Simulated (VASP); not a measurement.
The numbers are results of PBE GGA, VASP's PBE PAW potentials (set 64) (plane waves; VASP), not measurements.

A VASP calculation is set up with these files.

INCAR:
```
! general
SYSTEM = Si
PREC   = Accurate
ENCUT  = 150   ! plane-wave cut-off (eV)
LREAL  = .FALSE.   ! projection in real space or not
LASPH  = .TRUE.   ! aspherical one-centre terms

! electronic loop
EDIFF  = 1E-6   ! SCF stop (eV)
NELM   = 100   ! most electronic steps
ALGO   = Normal   ! blocked Davidson

! smearing
ISMEAR = 0   ! Gaussian
SIGMA  = 0.05   ! width (eV)

! functional
GGA    = PE

! ions
ISIF   = 2

! output
LWAVE  = .FALSE.
LCHARG = .FALSE.
```

File KPOINTS:
```
Automatic mesh
0
gamma
 8 8 8
```

**POSCAR**
```
Si
1
    0.0000000000     2.7155000000     2.7155000000
    2.7155000000     0.0000000000     2.7155000000
    2.7155000000     2.7155000000     0.0000000000
Si
2
Direct
  0.0000000000   0.0000000000   0.0000000000
  0.2500000000   0.2500000000   0.2500000000
```

POTCAR, in this order: Si (PBE.64 set). Program: vasp_std.

What VASP printed:

### OUTCAR
```
 ion  position               nearest neighbor table
   1  0.000  0.000  0.000-   2 2.35   2 2.35   2 2.35   2 2.35
   2  0.250  0.250  0.250-   1 2.35   1 2.35   1 2.35   1 2.35
  LATTYP: Found a face centered cubic cell.
 ALAT       =     5.4310000000
 Subroutine PRICEL returns:
 Original cell was already a primitive cell.
 Subroutine GETGRP returns: Found 48 space group operations
The static configuration has the point symmetry T_d .
 The point group associated with its full space group is O_h .
The dynamic configuration has the point symmetry T_d .
 Subroutine INISYM returns: Found 48 space group operations
 Subroutine IBZKPT returns following result:
 Found     29 irreducible k-points:

 Following reciprocal coordinates:
            Coordinates               Weight
  0.000000  0.000000  0.000000      1.000000
  0.125000  0.000000  0.000000      8.000000
  0.250000  0.000000  0.000000      8.000000
  0.375000  0.000000  0.000000      8.000000
  0.500000  0.000000  0.000000      4.000000
  0.125000  0.125000  0.000000      6.000000
  0.250000  0.125000  0.000000     24.000000
  0.375000  0.125000  0.000000     24.000000
...
```

**OSZICAR**
```
       N       E                     dE             d eps       ncg     rms          rms(c)
DAV:   1    -0.426586248565E+01   -0.42659E+01   -0.16497E+03   488   0.297E+02
DAV:   2    -0.108670529913E+02   -0.66012E+01   -0.60123E+01   728   0.424E+01
DAV:   3    -0.109226174871E+02   -0.55564E-01   -0.55564E-01   568   0.471E+00
DAV:   4    -0.109226938245E+02   -0.76337E-04   -0.76337E-04   720   0.175E-01
DAV:   5    -0.109226938765E+02   -0.52003E-07   -0.52003E-07   560   0.295E-03    0.696E+00
DAV:   6    -0.107985263274E+02    0.12417E+00   -0.76863E-02   552   0.141E+00    0.431E+00
DAV:   7    -0.107405585280E+02    0.57968E-01   -0.15281E-01   584   0.209E+00    0.213E-01
DAV:   8    -0.107413061331E+02   -0.74761E-03   -0.33440E-03   472   0.388E-01    0.731E-02
DAV:   9    -0.107415206686E+02   -0.21454E-03   -0.21249E-04   656   0.109E-01    0.618E-02
DAV:  10    -0.107415461602E+02   -0.25492E-04   -0.30032E-05   488   0.406E-02    0.174E-02
DAV:  11    -0.107415449824E+02    0.11779E-05   -0.70554E-07   656   0.492E-03    0.323E-03
DAV:  12    -0.107415447286E+02    0.25371E-06   -0.34095E-07   312   0.465E-03
   1 F= -.10741545E+02 E0= -.10741545E+02  d E =-.314333E-11
```

OUTCAR:
```
------------------------ aborting loop because EDIFF is reached ----------------------------------------
  FORCE on cell =-STRESS in cart. coord.  units (eV):
  Direction    XX          YY          ZZ          XY          YZ          ZX
  --------------------------------------------------------------------------------------
  Total        0.4757257      0.4757257      0.4757257     -0.0000000     -0.0000000      0.0000000
  in kB       19.0321472     19.0321472     19.0321472     -0.0000000     -0.0000000      0.0000000
  external PRESSURE =      19.0321472 kB  Pullay stress =       0.0000000 kB
  volume of cell :       40.05
      direct lattice vectors                 reciprocal lattice vectors
     0.000000000  2.715500000  2.715500000    -0.184128153  0.184128153  0.184128153
     2.715500000  0.000000000  2.715500000     0.184128153 -0.184128153  0.184128153
     2.715500000  2.715500000  0.000000000     0.184128153  0.184128153 -0.184128153
 POSITION                                       TOTAL-FORCE (eV/Angst)
 -----------------------------------------------------------------------------------
      0.00000      0.00000      0.00000        -0.000000     -0.000000     -0.000000
      1.35775      1.35775      1.35775         0.000000      0.000000      0.000000
 -----------------------------------------------------------------------------------
    total drift:                                0.000000     -0.000000      0.000000
  FREE ENERGIE OF THE ION-ELECTRON SYSTEM (eV)
  ---------------------------------------------------
  free  energy   TOTEN  =       -10.7415447286 eV

  energy  without entropy=      -10.7415447286  energy(sigma->0) =      -10.74154473
```
(Selected blocks of OUTCAR.)

At this cut-off the stress carries a Pulay error, which pulls relaxed volumes low.

The compound is Si in the diamond structure. The cell was not relaxed at this level. The run is one of a series of settings (ENCUT = 150 against the base run), some of them coarse on purpose.
